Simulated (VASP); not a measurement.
Here is the system:

```
In
1.0
   -1.57737     1.57737     2.53342
    1.57737    -1.57737     2.53342
    1.57737     1.57737    -2.53342
In
1
Direct
  0.00000   0.00000   0.00000
```

Method: PBE GGA, VASP's PBE PAW potentials (set 64) (plane waves; VASP 6.6.1). Run with 480 eV cut-off, 14×14×14 Γ-centred mesh, first-order Methfessel-Paxton smearing of 0.10 eV, potentials In_d.

Q: Give the stress tensor in GPa (positive for a compressed cell).

A: 
```
4.52  0.00  0.00
0.00  4.52  0.00
0.00  0.00  2.76
```
The pressure is its mean diagonal, 3.93 GPa.

The compound is In in the bct structure. This cell was strained or had an atom moved on purpose.
